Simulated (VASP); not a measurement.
Ca2C: single point with PBE

The system is Ca2C.

```
C Ca
1.0
     0.00000    3.12858    3.12858
     3.12858    0.00000    3.12858
     3.12858    3.12858    0.00000
C Ca
1 2
Direct
  0.00000 0.00000 0.00000
  0.25000 0.25000 0.25000
  0.75000 0.75000 0.75000
```

The cell was built by a generator and needn't be a form met in nature.

| Item | Value |
| --- | --- |
| Program | VASP 6.6.1 |
| Task | single point |
| Functional | PBE |
| Potentials or basis | VASP PAW PBE potentials, release 64 (C, Ca_sv) |
| Cutoff | 520 eV |
| k mesh | 6 × 6 × 6 |
| Occupations | gaussian, width 0.001 eV |
| Spin | no spin polarisation |
| Dipole correction | no |
| Further INCAR settings | ALGO = Normal; EDIFF = 1e-07; NBANDS = 19 |

```json
{
 "Pressure": "0.9 GPa",
 "Band gap on the k mesh": "0.20 eV, direct"
}
```

Levels at points of the mesh, in eV from the valence-band top:
```
           k point  band 10  band 11  band 12  band 13  band 14  band 15
(0.00, 0.00, 0.00)    -1.07    -1.07    -1.07     0.80     1.86     1.86
(0.50, 0.00, 0.00)    -1.94    -0.41    -0.41     2.71     2.99     2.99
(0.50, 0.50, 0.00)    -2.01     0.00     0.00     0.20     2.48     2.70
```

Wall time 22 s on 1 thread of Intel(R) Xeon(R) Platinum 8488C (Sapphire Rapids), on a shared host, peak memory 0.2 GiB.

A k mesh can miss the band edges. As with any semilocal functional, this PBE gap is likely too small.
